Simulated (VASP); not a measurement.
Here is the system:

```yaml
crystal:
  lattice:
    - [0.00000, 3.17787, 3.17787]
    - [3.17787, 0.00000, 3.17787]
    - [3.17787, 3.17787, 0.00000]
  atoms:
    - { symbol: Mg, position: [0.25000, 0.25000, 0.25000] }
    - { symbol: Mg, position: [0.75000, 0.75000, 0.75000] }
    - { symbol: Ge, position: [0.00000, 0.00000, 0.00000] }
```

The numbers are results of PBEsol GGA, VASP's PBE PAW potentials (set 64) (plane waves; VASP), not measurements. Settings: 400 eV cut-off, 14×14×14 Γ-centred mesh, Gaussian smearing of 0.010 eV, potentials Mg Ge_d.

Question: Give the direction-averaged independent-particle dielectric function (no local fields, no excitons; a broadening of 0.1 eV leaves a tail below the gap, and fine structure carries the noise of the k-mesh).

Answer: 
```json
[
 {"ħω (eV)": "0.00", "ε₁": "17.72", "ε₂": "0.00"},
 {"ħω (eV)": "0.20", "ε₁": "17.82", "ε₂": "0.10"},
 {"ħω (eV)": "0.40", "ε₁": "18.14", "ε₂": "0.22"},
 {"ħω (eV)": "0.60", "ε₁": "18.71", "ε₂": "0.37"},
 {"ħω (eV)": "0.90", "ε₁": "20.28", "ε₂": "0.92"},
 {"ħω (eV)": "1.10", "ε₁": "20.96", "ε₂": "1.64"},
 {"ħω (eV)": "1.30", "ε₁": "23.29", "ε₂": "1.73"},
 {"ħω (eV)": "1.50", "ε₁": "26.66", "ε₂": "4.13"},
 {"ħω (eV)": "1.80", "ε₁": "31.36", "ε₂": "13.08"},
 {"ħω (eV)": "2.00", "ε₁": "29.32", "ε₂": "14.56"},
 {"ħω (eV)": "2.20", "ε₁": "29.68", "ε₂": "20.91"},
 {"ħω (eV)": "2.40", "ε₁": "29.74", "ε₂": "32.96"},
 {"ħω (eV)": "2.70", "ε₁": "9.02", "ε₂": "42.81"},
 {"ħω (eV)": "2.90", "ε₁": "0.75", "ε₂": "39.43"},
 {"ħω (eV)": "3.10", "ε₁": "-12.65", "ε₂": "33.76"},
 {"ħω (eV)": "3.30", "ε₁": "-13.41", "ε₂": "22.51"},
 {"ħω (eV)": "3.60", "ε₁": "-12.37", "ε₂": "17.20"},
 {"ħω (eV)": "3.80", "ε₁": "-11.55", "ε₂": "11.75"},
 {"ħω (eV)": "4.00", "ε₁": "-8.59", "ε₂": "10.12"},
 {"ħω (eV)": "4.20", "ε₁": "-8.01", "ε₂": "10.71"},
 {"ħω (eV)": "4.50", "ε₁": "-9.67", "ε₂": "7.99"},
 {"ħω (eV)": "4.70", "ε₁": "-8.21", "ε₂": "6.07"},
 {"ħω (eV)": "4.90", "ε₁": "-7.31", "ε₂": "5.36"},
 {"ħω (eV)": "5.10", "ε₁": "-6.71", "ε₂": "5.49"},
 {"ħω (eV)": "5.40", "ε₁": "-6.59", "ε₂": "3.37"},
 {"ħω (eV)": "5.60", "ε₁": "-5.48", "ε₂": "2.76"},
 {"ħω (eV)": "5.80", "ε₁": "-4.87", "ε₂": "3.09"},
 {"ħω (eV)": "6.00", "ε₁": "-5.00", "ε₂": "2.41"},
 {"ħω (eV)": "6.30", "ε₁": "-4.14", "ε₂": "1.91"},
 {"ħω (eV)": "6.50", "ε₁": "-3.74", "ε₂": "1.97"},
 {"ħω (eV)": "6.70", "ε₁": "-3.87", "ε₂": "1.62"},
 {"ħω (eV)": "7.00", "ε₁": "-3.27", "ε₂": "1.24"}
]
```
ε₂ peaks at 2.7 eV (height 42.8); ε₁(0) averages 17.72, so the electronic refractive index below the gap tends to √17.72 = 4.21.

The compound is Mg2Ge in the antifluorite structure. It was relaxed first.
